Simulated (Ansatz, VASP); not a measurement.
# Sn in two plane-wave programs

Aim: how closely do two programs agree when they are given the same cell, functional and k mesh? The cell is taken from a series of runs on this material, whose earlier steps may have relaxed, scaled, displaced or heated it; both programs get it as it stands.

Main program and level: Ansatz 0.2.0; plane waves, with VASP 6.6.1 beside it; zone-centre phonons at PBEsol.

**1. The structure**

The structure is trigonal, space group R-3m (No. 166). The conventional cell has a = 4.612 Å, b = 4.612 Å, c = 11.273 Å, α = 90.00°, β = 90.00°, γ = 120.00°. Nearest to Sn lie 4 Sn at 2.82 Å.

**2. VASP: zone-centre phonons, PBEsol**

Second derivatives magnify differences that forces hide, and they need a tight electronic threshold.

Lines of VASP's logs that name or quote its potential files are left out, and so is its time.

INCAR

```
SYSTEM = Sn
PREC = Accurate
ENCUT = 500
EDIFF = 1E-08
NELM = 120
ISMEAR = 0
SIGMA = 0.015
LREAL = .FALSE.
ALGO = Normal
GGA = PS
NBANDS = 20
LORBIT = 11
LWAVE = .FALSE.
LCHARG = .FALSE.
ISIF = 2
ISYM = 2
IBRION = 8
LASPH = .TRUE.
GGA_COMPAT = .FALSE.
KPAR = 2
```

POSCAR

```
Sn
1.0
   -0.0044565830      3.2565050136      3.2565050136
    3.2565050136     -0.0044565830      3.2565050136
    3.2565050136      3.2565050136     -0.0044565830
Sn
2
Direct
    0.4998352602      0.4998352602      0.4998352602
    0.7501647398      0.7501647398      0.7501647398
```

KPOINTS

```
Points of the shifted mesh
1728
Reciprocal
 0.0416666667  0.0416666667  0.0416666667 1
 0.0416666667  0.0416666667  0.1250000000 1
 0.0416666667  0.0416666667  0.2083333333 1
 0.0416666667  0.0416666667  0.2916666667 1
 0.0416666667  0.0416666667  0.3750000000 1
 0.0416666667  0.0416666667  0.4583333333 1
 0.0416666667  0.0416666667  0.5416666667 1
 0.0416666667  0.0416666667  0.6250000000 1
 0.0416666667  0.0416666667  0.7083333333 1
 0.0416666667  0.0416666667  0.7916666667 1
 0.0416666667  0.0416666667  0.8750000000 1
 0.0416666667  0.0416666667  0.9583333333 1
 0.0416666667  0.1250000000  0.0416666667 1
 0.0416666667  0.1250000000  0.1250000000 1
 0.0416666667  0.1250000000  0.2083333333 1
 0.0416666667  0.1250000000  0.2916666667 1
 0.0416666667  0.1250000000  0.3750000000 1
 0.0416666667  0.1250000000  0.4583333333 1
 0.0416666667  0.1250000000  0.5416666667 1
 0.0416666667  0.1250000000  0.6250000000 1
 0.0416666667  0.1250000000  0.7083333333 1
 0.0416666667  0.1250000000  0.7916666667 1
 0.0416666667  0.1250000000  0.8750000000 1
 0.0416666667  0.1250000000  0.9583333333 1
 0.0416666667  0.2083333333  0.0416666667 1
 0.0416666667  0.2083333333  0.1250000000 1
 0.0416666667  0.2083333333  0.2083333333 1
 0.0416666667  0.2083333333  0.2916666667 1
 0.0416666667  0.2083333333  0.3750000000 1
 0.0416666667  0.2083333333  0.4583333333 1
 0.0416666667  0.2083333333  0.5416666667 1
 0.0416666667  0.2083333333  0.6250000000 1
 0.0416666667  0.2083333333  0.7083333333 1
 0.0416666667  0.2083333333  0.7916666667 1
 0.0416666667  0.2083333333  0.8750000000 1
 0.0416666667  0.2083333333  0.9583333333 1
 0.0416666667  0.2916666667  0.0416666667 1
 0.0416666667  0.2916666667  0.1250000000 1
 0.0416666667  0.2916666667  0.2083333333 1
 0.0416666667  0.2916666667  0.2916666667 1
 0.0416666667  0.2916666667  0.3750000000 1
 0.0416666667  0.2916666667  0.4583333333 1
 0.0416666667  0.2916666667  0.5416666667 1
 0.0416666667  0.2916666667  0.6250000000 1
 0.0416666667  0.2916666667  0.7083333333 1
 0.0416666667  0.2916666667  0.7916666667 1
 0.0416666667  0.2916666667  0.8750000000 1
 0.0416666667  0.2916666667  0.9583333333 1
 0.0416666667  0.3750000000  0.0416666667 1
 0.0416666667  0.3750000000  0.1250000000 1
 0.0416666667  0.3750000000  0.2083333333 1
 0.0416666667  0.3750000000  0.2916666667 1
 0.0416666667  0.3750000000  0.3750000000 1
 0.0416666667  0.3750000000  0.4583333333 1
 0.0416666667  0.3750000000  0.5416666667 1
 0.0416666667  0.3750000000  0.6250000000 1
 0.0416666667  0.3750000000  0.7083333333 1
 0.0416666667  0.3750000000  0.7916666667 1
 0.0416666667  0.3750000000  0.8750000000 1
 0.0416666667  0.3750000000  0.9583333333 1
 0.0416666667  0.4583333333  0.0416666667 1
 0.0416666667  0.4583333333  0.1250000000 1
 0.0416666667  0.4583333333  0.2083333333 1
 0.0416666667  0.4583333333  0.2916666667 1
 0.0416666667  0.4583333333  0.3750000000 1
 0.0416666667  0.4583333333  0.4583333333 1
 0.0416666667  0.4583333333  0.5416666667 1
 0.0416666667  0.4583333333  0.6250000000 1
 0.0416666667  0.4583333333  0.7083333333 1
 0.0416666667  0.4583333333  0.7916666667 1
 0.0416666667  0.4583333333  0.8750000000 1
 0.0416666667  0.4583333333  0.9583333333 1
 0.0416666667  0.5416666667  0.0416666667 1
 0.0416666667  0.5416666667  0.1250000000 1
 0.0416666667  0.5416666667  0.2083333333 1
 0.0416666667  0.5416666667  0.2916666667 1
 0.0416666667  0.5416666667  0.3750000000 1
 0.0416666667  0.5416666667  0.4583333333 1
 0.0416666667  0.5416666667  0.5416666667 1
 0.0416666667  0.5416666667  0.6250000000 1
 0.0416666667  0.5416666667  0.7083333333 1
 0.0416666667  0.5416666667  0.7916666667 1
 0.0416666667  0.5416666667  0.8750000000 1
 0.0416666667  0.5416666667  0.9583333333 1
 0.0416666667  0.6250000000  0.0416666667 1
 0.0416666667  0.6250000000  0.1250000000 1
 0.0416666667  0.6250000000  0.2083333333 1
 0.0416666667  0.6250000000  0.2916666667 1
 0.0416666667  0.6250000000  0.3750000000 1
 0.0416666667  0.6250000000  0.4583333333 1
 0.0416666667  0.6250000000  0.5416666667 1
 0.0416666667  0.6250000000  0.6250000000 1
 0.0416666667  0.6250000000  0.7083333333 1
 0.0416666667  0.6250000000  0.7916666667 1
 0.0416666667  0.6250000000  0.8750000000 1
 0.0416666667  0.6250000000  0.9583333333 1
 0.0416666667  0.7083333333  0.0416666667 1
 0.0416666667  0.7083333333  0.1250000000 1
 0.0416666667  0.7083333333  0.2083333333 1
 0.0416666667  0.7083333333  0.2916666667 1
 0.0416666667  0.7083333333  0.3750000000 1
 0.0416666667  0.7083333333  0.4583333333 1
 0.0416666667  0.7083333333  0.5416666667 1
 0.0416666667  0.7083333333  0.6250000000 1
 0.0416666667  0.7083333333  0.7083333333 1
 0.0416666667  0.7083333333  0.7916666667 1
 0.0416666667  0.7083333333  0.8750000000 1
 0.0416666667  0.7083333333  0.9583333333 1
 0.0416666667  0.7916666667  0.0416666667 1
 0.0416666667  0.7916666667  0.1250000000 1
 0.0416666667  0.7916666667  0.2083333333 1
 0.0416666667  0.7916666667  0.2916666667 1
[... 1390 lines left out ...]
 0.8750000000  0.4583333333  0.1250000000 1
 0.8750000000  0.4583333333  0.2083333333 1
 0.8750000000  0.4583333333  0.2916666667 1
 0.8750000000  0.4583333333  0.3750000000 1
 0.8750000000  0.4583333333  0.4583333333 1
 0.8750000000  0.4583333333  0.5416666667 1
 0.8750000000  0.4583333333  0.6250000000 1
 0.8750000000  0.4583333333  0.7083333333 1
 0.8750000000  0.4583333333  0.7916666667 1
 0.8750000000  0.4583333333  0.8750000000 1
 0.8750000000  0.4583333333  0.9583333333 1
 0.8750000000  0.5416666667  0.0416666667 1
 0.8750000000  0.5416666667  0.1250000000 1
 0.8750000000  0.5416666667  0.2083333333 1
 0.8750000000  0.5416666667  0.2916666667 1
 0.8750000000  0.5416666667  0.3750000000 1
 0.8750000000  0.5416666667  0.4583333333 1
 0.8750000000  0.5416666667  0.5416666667 1
 0.8750000000  0.5416666667  0.6250000000 1
 0.8750000000  0.5416666667  0.7083333333 1
 0.8750000000  0.5416666667  0.7916666667 1
 0.8750000000  0.5416666667  0.8750000000 1
 0.8750000000  0.5416666667  0.9583333333 1
 0.8750000000  0.6250000000  0.0416666667 1
 0.8750000000  0.6250000000  0.1250000000 1
 0.8750000000  0.6250000000  0.2083333333 1
 0.8750000000  0.6250000000  0.2916666667 1
 0.8750000000  0.6250000000  0.3750000000 1
 0.8750000000  0.6250000000  0.4583333333 1
 0.8750000000  0.6250000000  0.5416666667 1
 0.8750000000  0.6250000000  0.6250000000 1
 0.8750000000  0.6250000000  0.7083333333 1
 0.8750000000  0.6250000000  0.7916666667 1
 0.8750000000  0.6250000000  0.8750000000 1
 0.8750000000  0.6250000000  0.9583333333 1
 0.8750000000  0.7083333333  0.0416666667 1
 0.8750000000  0.7083333333  0.1250000000 1
 0.8750000000  0.7083333333  0.2083333333 1
 0.8750000000  0.7083333333  0.2916666667 1
 0.8750000000  0.7083333333  0.3750000000 1
 0.8750000000  0.7083333333  0.4583333333 1
 0.8750000000  0.7083333333  0.5416666667 1
 0.8750000000  0.7083333333  0.6250000000 1
 0.8750000000  0.7083333333  0.7083333333 1
 0.8750000000  0.7083333333  0.7916666667 1
 0.8750000000  0.7083333333  0.8750000000 1
 0.8750000000  0.7083333333  0.9583333333 1
 0.8750000000  0.7916666667  0.0416666667 1
 0.8750000000  0.7916666667  0.1250000000 1
 0.8750000000  0.7916666667  0.2083333333 1
 0.8750000000  0.7916666667  0.2916666667 1
 0.8750000000  0.7916666667  0.3750000000 1
 0.8750000000  0.7916666667  0.4583333333 1
 0.8750000000  0.7916666667  0.5416666667 1
 0.8750000000  0.7916666667  0.6250000000 1
 0.8750000000  0.7916666667  0.7083333333 1
 0.8750000000  0.7916666667  0.7916666667 1
 0.8750000000  0.7916666667  0.8750000000 1
 0.8750000000  0.7916666667  0.9583333333 1
 0.8750000000  0.8750000000  0.0416666667 1
 0.8750000000  0.8750000000  0.1250000000 1
 0.8750000000  0.8750000000  0.2083333333 1
 0.8750000000  0.8750000000  0.2916666667 1
 0.8750000000  0.8750000000  0.3750000000 1
 0.8750000000  0.8750000000  0.4583333333 1
 0.8750000000  0.8750000000  0.5416666667 1
 0.8750000000  0.8750000000  0.6250000000 1
 0.8750000000  0.8750000000  0.7083333333 1
 0.8750000000  0.8750000000  0.7916666667 1
 0.8750000000  0.8750000000  0.8750000000 1
 0.8750000000  0.8750000000  0.9583333333 1
 0.8750000000  0.9583333333  0.0416666667 1
 0.8750000000  0.9583333333  0.1250000000 1
 0.8750000000  0.9583333333  0.2083333333 1
 0.8750000000  0.9583333333  0.2916666667 1
 0.8750000000  0.9583333333  0.3750000000 1
 0.8750000000  0.9583333333  0.4583333333 1
 0.8750000000  0.9583333333  0.5416666667 1
 0.8750000000  0.9583333333  0.6250000000 1
 0.8750000000  0.9583333333  0.7083333333 1
 0.8750000000  0.9583333333  0.7916666667 1
 0.8750000000  0.9583333333  0.8750000000 1
 0.8750000000  0.9583333333  0.9583333333 1
 0.9583333333  0.0416666667  0.0416666667 1
 0.9583333333  0.0416666667  0.1250000000 1
 0.9583333333  0.0416666667  0.2083333333 1
 0.9583333333  0.0416666667  0.2916666667 1
 0.9583333333  0.0416666667  0.3750000000 1
 0.9583333333  0.0416666667  0.4583333333 1
 0.9583333333  0.0416666667  0.5416666667 1
 0.9583333333  0.0416666667  0.6250000000 1
 0.9583333333  0.0416666667  0.7083333333 1
 0.9583333333  0.0416666667  0.7916666667 1
 0.9583333333  0.0416666667  0.8750000000 1
 0.9583333333  0.0416666667  0.9583333333 1
 0.9583333333  0.1250000000  0.0416666667 1
 0.9583333333  0.1250000000  0.1250000000 1
 0.9583333333  0.1250000000  0.2083333333 1
 0.9583333333  0.1250000000  0.2916666667 1
 0.9583333333  0.1250000000  0.3750000000 1
 0.9583333333  0.1250000000  0.4583333333 1
 0.9583333333  0.1250000000  0.5416666667 1
 0.9583333333  0.1250000000  0.6250000000 1
 0.9583333333  0.1250000000  0.7083333333 1
 0.9583333333  0.1250000000  0.7916666667 1
 0.9583333333  0.1250000000  0.8750000000 1
 0.9583333333  0.1250000000  0.9583333333 1
 0.9583333333  0.2083333333  0.0416666667 1
 0.9583333333  0.2083333333  0.1250000000 1
 0.9583333333  0.2083333333  0.2083333333 1
 0.9583333333  0.2083333333  0.2916666667 1
 0.9583333333  0.2083333333  0.3750000000 1
 0.9583333333  0.2083333333  0.4583333333 1
 0.9583333333  0.2083333333  0.5416666667 1
 0.9583333333  0.2083333333  0.6250000000 1
 0.9583333333  0.2083333333  0.7083333333 1
 0.9583333333  0.2083333333  0.7916666667 1
 0.9583333333  0.2083333333  0.8750000000 1
 0.9583333333  0.2083333333  0.9583333333 1
 0.9583333333  0.2916666667  0.0416666667 1
 0.9583333333  0.2916666667  0.1250000000 1
 0.9583333333  0.2916666667  0.2083333333 1
 0.9583333333  0.2916666667  0.2916666667 1
 0.9583333333  0.2916666667  0.3750000000 1
 0.9583333333  0.2916666667  0.4583333333 1
 0.9583333333  0.2916666667  0.5416666667 1
 0.9583333333  0.2916666667  0.6250000000 1
 0.9583333333  0.2916666667  0.7083333333 1
 0.9583333333  0.2916666667  0.7916666667 1
 0.9583333333  0.2916666667  0.8750000000 1
 0.9583333333  0.2916666667  0.9583333333 1
 0.9583333333  0.3750000000  0.0416666667 1
 0.9583333333  0.3750000000  0.1250000000 1
 0.9583333333  0.3750000000  0.2083333333 1
 0.9583333333  0.3750000000  0.2916666667 1
 0.9583333333  0.3750000000  0.3750000000 1
 0.9583333333  0.3750000000  0.4583333333 1
 0.9583333333  0.3750000000  0.5416666667 1
 0.9583333333  0.3750000000  0.6250000000 1
 0.9583333333  0.3750000000  0.7083333333 1
 0.9583333333  0.3750000000  0.7916666667 1
 0.9583333333  0.3750000000  0.8750000000 1
 0.9583333333  0.3750000000  0.9583333333 1
 0.9583333333  0.4583333333  0.0416666667 1
 0.9583333333  0.4583333333  0.1250000000 1
 0.9583333333  0.4583333333  0.2083333333 1
 0.9583333333  0.4583333333  0.2916666667 1
 0.9583333333  0.4583333333  0.3750000000 1
 0.9583333333  0.4583333333  0.4583333333 1
 0.9583333333  0.4583333333  0.5416666667 1
 0.9583333333  0.4583333333  0.6250000000 1
 0.9583333333  0.4583333333  0.7083333333 1
 0.9583333333  0.4583333333  0.7916666667 1
 0.9583333333  0.4583333333  0.8750000000 1
 0.9583333333  0.4583333333  0.9583333333 1
 0.9583333333  0.5416666667  0.0416666667 1
 0.9583333333  0.5416666667  0.1250000000 1
 0.9583333333  0.5416666667  0.2083333333 1
 0.9583333333  0.5416666667  0.2916666667 1
 0.9583333333  0.5416666667  0.3750000000 1
 0.9583333333  0.5416666667  0.4583333333 1
 0.9583333333  0.5416666667  0.5416666667 1
 0.9583333333  0.5416666667  0.6250000000 1
 0.9583333333  0.5416666667  0.7083333333 1
 0.9583333333  0.5416666667  0.7916666667 1
 0.9583333333  0.5416666667  0.8750000000 1
 0.9583333333  0.5416666667  0.9583333333 1
 0.9583333333  0.6250000000  0.0416666667 1
 0.9583333333  0.6250000000  0.1250000000 1
 0.9583333333  0.6250000000  0.2083333333 1
 0.9583333333  0.6250000000  0.2916666667 1
 0.9583333333  0.6250000000  0.3750000000 1
 0.9583333333  0.6250000000  0.4583333333 1
 0.9583333333  0.6250000000  0.5416666667 1
 0.9583333333  0.6250000000  0.6250000000 1
 0.9583333333  0.6250000000  0.7083333333 1
 0.9583333333  0.6250000000  0.7916666667 1
 0.9583333333  0.6250000000  0.8750000000 1
 0.9583333333  0.6250000000  0.9583333333 1
 0.9583333333  0.7083333333  0.0416666667 1
 0.9583333333  0.7083333333  0.1250000000 1
 0.9583333333  0.7083333333  0.2083333333 1
 0.9583333333  0.7083333333  0.2916666667 1
 0.9583333333  0.7083333333  0.3750000000 1
 0.9583333333  0.7083333333  0.4583333333 1
 0.9583333333  0.7083333333  0.5416666667 1
 0.9583333333  0.7083333333  0.6250000000 1
 0.9583333333  0.7083333333  0.7083333333 1
 0.9583333333  0.7083333333  0.7916666667 1
 0.9583333333  0.7083333333  0.8750000000 1
 0.9583333333  0.7083333333  0.9583333333 1
 0.9583333333  0.7916666667  0.0416666667 1
 0.9583333333  0.7916666667  0.1250000000 1
 0.9583333333  0.7916666667  0.2083333333 1
 0.9583333333  0.7916666667  0.2916666667 1
 0.9583333333  0.7916666667  0.3750000000 1
 0.9583333333  0.7916666667  0.4583333333 1
 0.9583333333  0.7916666667  0.5416666667 1
 0.9583333333  0.7916666667  0.6250000000 1
 0.9583333333  0.7916666667  0.7083333333 1
 0.9583333333  0.7916666667  0.7916666667 1
 0.9583333333  0.7916666667  0.8750000000 1
 0.9583333333  0.7916666667  0.9583333333 1
 0.9583333333  0.8750000000  0.0416666667 1
 0.9583333333  0.8750000000  0.1250000000 1
 0.9583333333  0.8750000000  0.2083333333 1
 0.9583333333  0.8750000000  0.2916666667 1
 0.9583333333  0.8750000000  0.3750000000 1
 0.9583333333  0.8750000000  0.4583333333 1
 0.9583333333  0.8750000000  0.5416666667 1
 0.9583333333  0.8750000000  0.6250000000 1
 0.9583333333  0.8750000000  0.7083333333 1
 0.9583333333  0.8750000000  0.7916666667 1
 0.9583333333  0.8750000000  0.8750000000 1
 0.9583333333  0.8750000000  0.9583333333 1
 0.9583333333  0.9583333333  0.0416666667 1
 0.9583333333  0.9583333333  0.1250000000 1
 0.9583333333  0.9583333333  0.2083333333 1
 0.9583333333  0.9583333333  0.2916666667 1
 0.9583333333  0.9583333333  0.3750000000 1
 0.9583333333  0.9583333333  0.4583333333 1
 0.9583333333  0.9583333333  0.5416666667 1
 0.9583333333  0.9583333333  0.6250000000 1
 0.9583333333  0.9583333333  0.7083333333 1
 0.9583333333  0.9583333333  0.7916666667 1
 0.9583333333  0.9583333333  0.8750000000 1
 0.9583333333  0.9583333333  0.9583333333 1
```

PAW data sets: Sn_d (PBE family, release 64).

Run with:

```bash
> mpirun -np 2 vasp_std
```

Numbers of over 12 decimals in the logs are rounded to 6 here.

The log of the run:

```text
[banner, memory and clock lines left out]
running    2 mpi-ranks, on    1 nodes
 distrk:  each k-point on    1 cores,    2 groups
 distr:  one band on    1 cores,    1 groups

 POSCAR found type information on POSCAR Sn
 POSCAR found :  1 types and       2 ions
|                                                                             |
|               ----> ADVICE to this user running VASP <----                  |
|                                                                             |
|     You enforced a specific xc type in the INCAR file but a different       |
|     [... a line on the potential file left out ...]
|     I HOPE YOU KNOW WHAT YOU ARE DOING!                                     |
|                                                                             |

 LDA part: xc-table for (Slater+PW92), standard interpolation
 POSCAR, INCAR and KPOINTS ok, starting setup
 FFT: planning ... GRIDC
 FFT: planning ... GRID_SOFT
 FFT: planning ... GRID
 WAVECAR not read
 entering main loop
       N       E                     dE             d eps       ncg     rms          rms(c)
DAV:   1     0.220607752910E+03    0.22061E+03   -0.14756E+04 69636   0.198E+03
DAV:   2     0.146491031856E+02   -0.20596E+03   -0.20218E+03 69348   0.439E+02
DAV:   3    -0.782558109100E+01   -0.22475E+02   -0.22340E+02 79008   0.141E+02
DAV:   4    -0.854175493261E+01   -0.71617E+00   -0.71573E+00 78408   0.285E+01
DAV:   5    -0.856664983222E+01   -0.24895E-01   -0.24894E-01 94404   0.519E+00    0.322E+00
DAV:   6    -0.849722457933E+01    0.69425E-01   -0.44040E-02 93364   0.277E+00    0.182E+00
DAV:   7    -0.846385234363E+01    0.33372E-01   -0.53804E-02 78568   0.263E+00    0.165E-01
DAV:   8    -0.846479543056E+01   -0.94309E-03   -0.70817E-03 76216   0.103E+00    0.538E-02
DAV:   9    -0.846505880276E+01   -0.26337E-03   -0.35714E-04 83088   0.143E-01    0.111E-02
DAV:  10    -0.846506917381E+01   -0.10371E-04   -0.20098E-05 84956   0.403E-02    0.522E-03
DAV:  11    -0.846507084334E+01   -0.16695E-05   -0.27842E-06 78376   0.118E-02    0.561E-04
DAV:  12    -0.846507075358E+01    0.89756E-07   -0.15665E-07 86360   0.433E-03    0.366E-04
DAV:  13    -0.846507073603E+01    0.17551E-07   -0.11302E-08 61032   0.799E-04    0.491E-05
DAV:  14    -0.846507074364E+01   -0.76138E-08   -0.97623E-10 43548   0.322E-04
   1 F= -.84650707E+01 E0= -.84650697E+01  d E =-.208191E-05
 Linear response reoptimize wavefunctions to high precision
DAV:   1    -0.846507074468E+01   -0.10396E-08   -0.37805E-10 45908   0.215E-04
DAV:   2    -0.846507074469E+01   -0.72760E-11   -0.15452E-10 39564   0.136E-04
 Linear response DOF=           1
 Linear response progress:
  Degree of freedom:   1/  1
       N       E                     dE             d eps       ncg     rms          rms(c)
RMM:   1    -0.214132331376E+00   -0.21413E+00    0.55651E-01 86648   0.100E+01
RMM:   2    -0.220773725520E+00   -0.66414E-02   -0.19821E-02121090   0.117E+00    0.692E-02
RMM:   3    -0.220909272340E+00   -0.13555E-03   -0.16283E-03127717   0.324E-01    0.321E-02
RMM:   4    -0.220790524987E+00    0.11875E-03   -0.11606E-04126101   0.984E-02    0.110E-02
RMM:   5    -0.220774236849E+00    0.16288E-04   -0.16062E-05129924   0.329E-02    0.402E-03
RMM:   6    -0.220774900526E+00   -0.66368E-06    0.10668E-07128195   0.939E-03    0.170E-03
RMM:   7    -0.220773847830E+00    0.10527E-05   -0.37219E-07127592   0.335E-03    0.382E-04
RMM:   8    -0.220771222217E+00    0.26256E-05   -0.38924E-08131541   0.119E-03    0.238E-04
RMM:   9    -0.220769601516E+00    0.16207E-05    0.33527E-08131417   0.472E-04    0.494E-05
RMM:  10    -0.220769901091E+00   -0.29957E-06    0.29715E-08138257   0.188E-04    0.262E-05
RMM:  11    -0.220769868558E+00    0.32533E-07    0.25060E-08131708   0.936E-05    0.543E-06
RMM:  12    -0.220769876638E+00   -0.80802E-08    0.19730E-08141824   0.483E-05    0.446E-06
 first order change of Fermi-energy   0.11460E+01
 force on displaced ion       1 direction 1 :  -7.850  -0.027  -0.027
 Linear response finished
```

[end of part 1 of 2]

[Lines on the potential files, build, host, timing and source positions are cut from VASP's logs without a mark.]

[Logs are printed without paths, hosts, clocks, repeated set-up lines and the standing remarks that a program may print on its own settings, such as how far it seeks lower states.]

[Hosts, paths, dates, database ids (printed as entryN), source tags and the programs' standing remarks are cut or masked in the printed files.]
